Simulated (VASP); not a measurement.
A VASP calculation is set up with these files.

POSCAR:
```
C
1
    1.2161793559    -2.1064833037    -0.0000000000
    1.2161793559     2.1064833037     0.0000000000
    0.0000000000     0.0000000000     5.6657339536
C
4
Direct
  0.0000000000   0.0000000000   0.2500000000
  0.0000000000   0.0000000000   0.7500000000
  0.3333330000   0.6666670000   0.2500000000
  0.6666670000   0.3333330000   0.7500000000
```

File KPOINTS:
```
K-points
0
G
  10 10 4
```

INCAR:
```
IBRION  =  2   # conjugate gradients
NELM  =  100   # most electronic steps
NSW  =  40
LWAVE  =  .FALSE.
EDIFFG  =  -0.02
ENCUT  =  620   # plane-wave cut-off (eV)
LASPH  =  .TRUE.   # aspherical one-centre terms
SIGMA  =  0.05
EDIFF  =  1E-6
ISIF  =  3
ALGO  =  Normal   # blocked Davidson
LREAL  =  .FALSE.
PREC  =  Accurate
SYSTEM  =  C
PSTRESS  =  300   # kbar
GGA  =  PE   # PBE
ISMEAR  =  0   # Gaussian
LCHARG  =  .FALSE.
```

POTCAR, in this order: C (PBE.64 set). Program: vasp_std.

Task: Write an equivalent input for Quantum ESPRESSO's pw.x.

Result: One equivalent input (not run):
```
&CONTROL
  calculation = 'vc-relax'
  pseudo_dir = './pseudo'
  outdir = './out'
  tprnfor = .true.
  tstress = .true.
  nstep = 40
  forc_conv_thr = 0.00078
/
&SYSTEM
  ibrav = 0
  nat = 4
  ntyp = 1
  ecutwfc = 82
  occupations = 'smearing'
  smearing = 'gaussian'
  degauss = 0.003675
  input_dft = 'pbe'
/
&ELECTRONS
  conv_thr = 7.3e-08
  electron_maxstep = 100
/
&IONS
/
&CELL
  press = 300
/
ATOMIC_SPECIES
  C 12.011 C.upf
CELL_PARAMETERS angstrom
     1.2161794   -2.1064833   -0.0000000
     1.2161794    2.1064833    0.0000000
     0.0000000    0.0000000    5.6657340
ATOMIC_POSITIONS crystal
  C    0.0000000  0.0000000  0.2500000
  C    0.0000000  0.0000000  0.7500000
  C    0.3333330  0.6666670  0.2500000
  C    0.6666670  0.3333330  0.7500000
K_POINTS automatic
  10 10 4 0 0 0
```
The two are equivalent in intent, not identical: the potentials are each code's own (VASP's PAW set, PseudoDojo norm-conserving files in pw.x), so ENCUT and ecutwfc are chosen apart and not converted; conv_thr bounds pw.x's estimated SCF error, while EDIFF bounds the energy change between steps; forc_conv_thr acts on force components and is met together with etot_conv_thr.

The compound is C in the graphite structure. This run relaxes it under an external pressure of 30 GPa. Symmetry was kept, so distortions that lower it aren't found.
